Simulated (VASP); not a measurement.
Here is the system:

```xyz
2
Lattice="1.3700 -2.3729 0.0000 1.3700 2.3729 0.0000 0.0000 0.0000 4.3900" Properties=species:S:1:pos:R:3 pbc="T T T"
Tc     1.3700     0.7910     1.0975
Tc     1.3700    -0.7910     3.2925
```

The numbers are results of PBE GGA, VASP's PBE PAW potentials (set 64) (plane waves; VASP 6.6.1), not measurements. Numerical set-up: 400 eV cut-off, 14×14×8 Γ-centred mesh, first-order Methfessel-Paxton smearing of 0.50 eV, potentials Tc_pv.

Question: Give the stress tensor in GPa (positive for a compressed cell).

Answer: 
```
1.94  0.00  0.00
0.00  1.94  0.00
0.00  0.00  1.21
```
The pressure is its mean diagonal, 1.69 GPa.

The compound is Tc in the hcp structure. The cell was not relaxed at this level. The run is one of a series of settings (SIGMA = 0.5 against the base run), some of them coarse on purpose.
